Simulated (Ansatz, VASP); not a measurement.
# PtS2: VASP beside Ansatz, part 2 of 2

One calculation is typed for both programs; each brings its own data sets. How far apart do they land? The cell is taken from a series of runs on this material, whose earlier steps may have relaxed, scaled, displaced or heated it; both programs get it as it stands. Other levels of theory on this material are compared in a session of their own.

VASP 6.6.1 and Ansatz 0.2.0.

So far: The structure; VASP: relaxation of cell and atoms, PBEsol with D3(BJ).

**3. Ansatz: relaxation of cell and atoms, PBEsol with D3(BJ)**

Level of this step: Ansatz beside VASP: Kohn-Sham DFT, plane waves, PBEsol with D3(BJ) (Ansatz).

Ansatz runs on its PAW soft_1 files.

The same cell, functional, mesh and smearing now go to Ansatz, which takes its cutoff from its data sets.

input.yaml reads:

```yaml
crystal:
  lattice:
    - [3.5588550578, 0.0, 0.0]
    - [-1.7794275289, 3.0820588885, 0.0]
    - [0.0, 0.0, 4.3851962121]
  atoms:
    - { symbol: S, position: [0.3333333333, 0.6666666667, 0.2712725832] }
    - { symbol: S, position: [0.6666666667, 0.3333333333, 0.7287274168] }
    - { symbol: Pt, position: [0.0, 0.0, 0.0] }
kpoints:
  mp_grid: { grid: [15, 15, 12] }
hamiltonian:
  xc: pbesol
  dispersion: d3bj
  pseudopotentials: { kind: paw, azcp: { folder: soft_1 }, xc_functional: pbe }
scf:
  occupations: { method: methfessel_paxton, width: 0.2 }
output:
  forces: true
  stress: true
  eigenvalues: true
relax:
  adjacent_minimum: "off"
  f_tol: 0.001
  max_steps: 60
  cell: { stress_tol: 0.01 }
```

Started as:

```
> ansatz run input.yaml --threads 4 --pin off --max-ram 10240MiB --backend cpu --events-out ev --progress --plain --runs-dir out
```

Numbers of over 12 decimals in the logs are rounded to 6 here.

What it wrote:

```text
Engine: ansatz 0.2.0, x86_64-unknown-linux-gnu
Pseudopotentials: kind: paw
Pseudopotential: S, paw, valence charge 6, recommended cutoff 420 eV (normal), soft_1/S.paw.azcp
Pseudopotential: Pt, paw, valence charge 18, recommended cutoff 420 eV (normal), soft_1/Pt.paw.azcp
Functional definition: PBEsol
  exchange = pbesol_x
  correlation = pbesol_c
Crystal: 3 atoms, lattice volume = 48.099 Å³
Basis set: ecut = 420 eV, 921 PW (Γ), exchange–correlation on 48×48×60 points (8 copies of the dense FFT grid, shifted against one another)
Bands: 19, of which v1, the nominal top of the filled ones, is band 15 counted from 1 (14 counted from 0)
Symmetry: 12 space group operations
Space group: P-3m1 (ITA 164), of the structure as read, at distance tolerance 3.6e-5 Å
k-points: 284 of 2700
Non-local potential: S, projectors of the file, l = 0: 2, l = 1: 2, l = 2: 1
Non-local potential: Pt, projectors of the file, l = 0: 3, l = 1: 2, l = 2: 2, l = 3: 1
PAW form: soft (Blöchl's): semilocal exchange-correlation on the pseudo side does not see the compensation charge
PAW frozen core: S, regenerated for the run's functional, and the local potential with it (the file was generated under x = pbe(κ = 0.804, μ = 0.219515), c = pbe(β = 0.066725))
PAW frozen core: Pt, regenerated for the run's functional, and the local potential with it (the file was generated under x = pbe(κ = 0.804, μ = 0.219515), c = pbe(β = 0.066725))
PAW one-centre angular grid: S, 110 points (default); XC on 64 Gauss nodes
PAW one-centre angular grid: Pt, 590 points (default); XC on 64 Gauss nodes
Initial density: superposition of atomic densities (chi_scale 0.1, normalization cell, long waves kept (reshape's long-wave potential 0.00 eV rms))
Initial wavefunctions: pseudopotential atomic-orbital guess
Functional: x = pbesol(κ = 0.804, μ = 0.123457), c = pbesol(β = 0.046)
SCF iter   1: F=—  HF=-14158.175373 eV  |F-HF|=—  |Δ(HF+E_count)|=         —  Δρ=7.92e-2  dr2=2.55e0  ethr=3.10e-3  ⟨swp⟩=6.3  Hψ=28898  notcnv=0
preconditioner: auto → Resta (q_TF=auto, 2.522 Å⁻¹)  ε∞=7.5  [insulator: Δε(μ)=0.201 eV  Ē_g=9.857 eV  σ=0.200 eV  W_gap=0.73  n_scr=20 (ndim 8)  ℏωp=25.1 eV  f_vac=0.000  D(μ)=0.05/eV (n_scr^D=0)  ε∞_Penn≈7.5]
SCF iter   2: F=—  HF=-14157.737471 eV  |F-HF|=—  |Δ(HF+E_count)|=   4.38e-1  S|Δr|=    0.00e0  Δρ=3.67e-2  dr2=4.82e-1  ethr=3.10e-3  ⟨swp⟩=2.8  Hψ=10413  notcnv=0
preconditioner: auto → Kerker (q_TF=auto, 2.522 Å⁻¹)  [metal: Δε(μ)=0.117 eV  Ē_g=9.868 eV  σ=0.200 eV  W_gap=0.45  n_scr=20 (ndim 8)  ℏωp=25.1 eV  f_vac=0.000  D(μ)=0.10/eV (n_scr^D=0)]
SCF iter   3: F=—  HF=-14157.643697 eV  |F-HF|=—  |Δ(HF+E_count)|=   9.38e-2  S|Δr|=    0.00e0  Δρ=5.18e-3  dr2=6.17e-3  ethr=1.61e-3  ⟨swp⟩=2.4  Hψ=7847  notcnv=0
SCF iter   4: F=—  HF=-14157.643663 eV  |F-HF|=—  |Δ(HF+E_count)|=   3.42e-5  S|Δr|=    0.00e0  Δρ=6.84e-4  dr2=2.31e-4  ethr=2.06e-5  ⟨swp⟩=2.6  Hψ=11713  notcnv=0
SCF iter   5: F=—  HF=-14157.643731 eV  |F-HF|=—  |Δ(HF+E_count)|=   6.81e-5  S|Δr|=    0.00e0  Δρ=1.80e-4  dr2=1.98e-5  ethr=7.69e-7  ⟨swp⟩=2.3  Hψ=9065  notcnv=0
SCF iter   6: F=—  HF=-14157.643745 eV  |F-HF|=—  |Δ(HF+E_count)|=   1.40e-5  S|Δr|=    0.00e0  Δρ=4.19e-5  dr2=1.20e-6  ethr=6.61e-8  ⟨swp⟩=2.4  Hψ=8388  notcnv=0
SCF iter   7: F=-14157.643745 eV  HF=-14157.643745 eV  |F-HF|=3.79e-9  |Δ(HF+E_count)|=   2.44e-7  S|Δr|=    0.00e0  Δρ=8.11e-6  dr2=4.16e-8  ethr=3.33e-10  ⟨swp⟩=7.9  Hψ=28673  notcnv=0
SCF 1 converged in 7 iterations: F = -14157.643745 eV  dr2 = 4.16e-8
  greatest PAW one-centre occupation: 1.000 electrons in one spin orbital (limit 2), on the Pt atom at site 2 (counted from 0), in its partial waves of l = 0
relax step   1: F+E_penalty+E_count = -14157.64374501 eV  Δ(F+E_penalty+E_count) = +0.000e0 eV  max|allowed force component| = 3.445e-3 eV/Å  Δτ_max = 0.0000 Å  P = -0.004 GPa  Ω = 48.099 Å³  (7 SCF iters, dr2 threshold 1.00e-7 eV, accepted)
[...]
relax step   2: F+E_penalty+E_count = -14157.64374843 eV  Δ(F+E_penalty+E_count) = -3.424e-6 eV  max|allowed force component| = 1.523e-3 eV/Å  Δτ_max = 0.0003 Å  P = -0.010 GPa  Ω = 48.100 Å³  energy of the carried Pulay correction = -2.104e-7 eV  (4 SCF iters, dr2 threshold 4.72e-9 eV, accepted)
[...]
relax step   3: F+E_penalty+E_count = -14157.64375107 eV  Δ(F+E_penalty+E_count) = -2.639e-6 eV  max|allowed force component| = 4.360e-4 eV/Å  Δτ_max = 0.0002 Å  P = +0.000 GPa  Ω = 48.094 Å³  energy of the carried Pulay correction = +1.813e-6 eV  (3 SCF iters, dr2 threshold 5.94e-10 eV, accepted)
[...]
relax step   4: F+E_penalty+E_count = -14157.64375157 eV  Δ(F+E_penalty+E_count) = -5.021e-7 eV  max|allowed force component| = 4.331e-4 eV/Å  Δτ_max = 0.0000 Å  P = +0.000 GPa  Ω = 48.094 Å³  stress off target by 3.49e-3 GPa  SCF on the basis re-selected at this cell (its energy is not comparable with the rows above)  (7 SCF iters)
basis re-selected at this cell: Δ(F+E_penalty+E_count) = -5.021e-7 eV, ΔP = -0.000 GPa vs the last step (what re-selecting the basis moved, of the pressure what is left beyond the Pulay correction that the steps carried, after the strain that the cell walked since its last selection, with what the two solves' SCF thresholds leave and, on support functions, any second-order correction that the steps lacked; it is no m [...]
SCF converged after 7 iterations
Stability not checked: this state was not tested for a lower state beside it, because cold or Methfessel-Paxton smearing, or corrected tetrahedra, fill the levels in a way that the test cannot read (fill_not_monotonic; see scf.lower_state_search)
Free energy (F): -14157.643752 eV
Harris-Foulkes:  -14157.643752 eV  (|F-HF|=7.28e-12)
Internal energy: -14157.645478 eV  (E = F + TS)
E sigma→0 (E₀):  -14157.644183 eV
Entropy (-TS):   0.001726 eV (0.575 meV/atom)
Fermi energy:    13.755569 eV
--- Per-component energies (eV) ---
  E_band       = -253.325490
  E_kinetic    = 808.860846
  E_local      = -2560.974194  (includes V_loc(G=0)·N_el)
  E_nonlocal   = 276.087246
  E_hartree    = 999.998095
  E_xc         = -408.183709
  E_vxc        = -437.707888  (∫ρ·V_xc dr)
  E_paw        = -10530.270707  (= ΣΔE_a)
  E_vpaw       = -339.588777  (= ΣTr[D̂ρ^β])
  E_aug_tail   = 0.001113  (compensation charges beyond the density's cutoff)
  E_ewald      = -2742.331107
  E_disp       = -1.243991  (pairwise vdW)
  E_core_change = 0.410930  (= ΣΔE_core)
  E_smearing   = 0.001726  (= −TS)
  E_closure    = -0.000000  (closes the sum)
  Σ components = -14157.643752   (vs F -14157.643752, Δ=0.00e0)
--- Forces (eV/Å), atoms counted from 1 ---
  atom   1  S     -0.00000000    -0.00000000     0.00043310
  atom   2  S     -0.00000000     0.00000000    -0.00043310
  atom   3  Pt     0.00000000    -0.00000000     0.00000000
  max |Σ_I F_I| component: 4.63e-18 eV/Å
--- Stress (GPa, compression-positive) ---
        0.001841      -0.000000      -0.000000
       -0.000000       0.001841       0.000000
       -0.000000       0.000000      -0.003493
  P = ⅓ Tr σ = 0.0001 GPa (0.001 kbar)
--- Band table (eV; the first three rows and the last of 284) ---
  k-point 0: bands = [... 11 lower, 11.2433, 12.1327, 12.1327, 14.1725, 14.5938, 14.5938, 16.7107, 18.9625]
  k-point 1: bands = [... 11 lower, 11.2279, 12.0621, 12.0621, 13.9995, 14.7038, 14.7038, 16.8202, 19.1294]
  k-point 2: bands = [... 11 lower, 11.1741, 11.8860, 11.8860, 13.5653, 14.9960, 14.9960, 17.1402, 19.5469]
  k-point 283: bands = [... 11 lower, 8.9832, 9.8835, 11.0692, 11.0692, 16.1905, 16.1905, 20.7826, 20.9388]
--- Relaxed structure (3 steps of the walk, 3 accepted, 1 SCFs on fresh bases) ---
  F+E_penalty+E_count = -14157.64375157 eV   max|allowed force component| = 4.331e-4 eV/Å   (the final SCF, on the basis selected at the relaxed cell)
  cell:  # Å, volume = 48.0944 Å³
    - [3.559439, 0, 0]
    - [-1.779719, 3.082564, 0]
    - [0, 0, 4.383301]
  atoms:
    - { symbol: S, position: [0.333333, 0.666667, 0.271235] }
    - { symbol: S, position: [0.666667, 0.333333, 0.728765] }
    - { symbol: Pt, position: [0, 0, 0] }
```

Reading the cycles: dr2 is the Hartree energy of the density residual (eV), the measure of convergence; HF is the Harris–Foulkes estimate of the energy, which meets the free energy F at convergence.

**4. Comparison**

Known differences besides the potentials themselves: the data sets hold 30 valence electrons in Ansatz (on its PAW soft_1 files) and 22 in VASP; the cutoff is 420 eV in Ansatz and 500 eV in VASP; Ansatz makes its cores anew for this functional, VASP keeps those of its PBE data sets; Ansatz adds a Pulay correction to the stress that steers its cell, VASP none. Total energies have different zeros and are not compared.

Both answers:

```
                                         quantity  Ansatz   VASP  difference
                                      volume (Å³)   48.09  48.11     -0.02 %
edge a after relaxation, in the typed setting (Å)   3.559  3.558     +0.05 %
edge c after relaxation, in the typed setting (Å)   4.383  4.389     -0.13 %
```

**5. Outcome**

* difference in edge c after relaxation, in the typed setting (relaxation of cell and atoms, PBEsol with D3(BJ)): -0.13 %

The difference in edge c after relaxation, in the typed setting is -0.13 % (relaxation of cell and atoms, PBEsol with D3(BJ)), within the 1.2 % picked in this series as the mark of a large difference, as far as the stopping tolerances let one tell. The data sets hold unlike numbers of valence electrons (30 in Ansatz and 22 in VASP), so part of the differences comes from the potentials. 7 further runs of this series are not shown here. Such differences can come from data sets, numerical settings and the points named under the comparisons, not from the functional's error against experiment.

[Lines on the potential files, build, host, timing and source positions are cut from VASP's logs without a mark.]

[Logs are printed without paths, hosts, clocks, repeated set-up lines and the standing remarks that a program may print on its own settings, such as how far it seeks lower states.]

[Hosts, paths, dates, database ids (printed as entryN), source tags and the programs' standing remarks are cut or masked in the printed files.]
